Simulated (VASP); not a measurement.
**Pr3Hf: equation of state with PBE**

Pr3Hf:

```
Hf Pr
1.0
     4.99576    0.00000    0.00000
     0.00000    4.99576    0.00000
     0.00000    0.00000    4.99576
Hf Pr
1 3
Direct
  0.00000 0.00000 0.00000
  0.50000 0.50000 0.00000
  0.00000 0.50000 0.50000
  0.50000 0.00000 0.50000
```

The cell comes from a database or a generator and needn't be the stable form of this composition.

```json
{
  "Program": "VASP 6.6.1",
  "Task": "equation of state",
  "Functional": "PBE",
  "Potentials or basis": "VASP PAW PBE potentials, release 64 (Hf_pv, Pr)",
  "Cutoff": "520 eV",
  "k mesh": "5 × 5 × 5",
  "Occupations": "fermi-dirac, width 0.05 eV",
  "Spin": "collinear spin, ferromagnetic start",
  "Starting moments": "[0.0, 2.0, 2.0, 2.0] μB",
  "Further INCAR settings": "ALGO = Normal; EDIFF = 1e-07; NBANDS = 36"
}
```

| Item | Value |
| --- | --- |
| Equilibrium volume | outside the volumes run |

Energy against volume, from the lowest point:
| volume (Å³/atom) | energy (meV/atom) |
| --- | --- |
| 30.534 | 0.00 |
| 31.171 | 8.00 |
| 32.443 | 30.59 |
| 33.079 | 44.78 |
| 33.715 | 92.73 |

All runs of the series together: 30 min on 1 thread of AMD EPYC 9R14 (Zen 4), with other jobs on the host.

Caveat: the magnetic or orbital state may not be the lowest; without U or exact exchange the open f shell lies at the Fermi level, which spoils levels, moments and volumes. The run has no spin-orbit coupling, so splittings on Hf, Pr are missing.
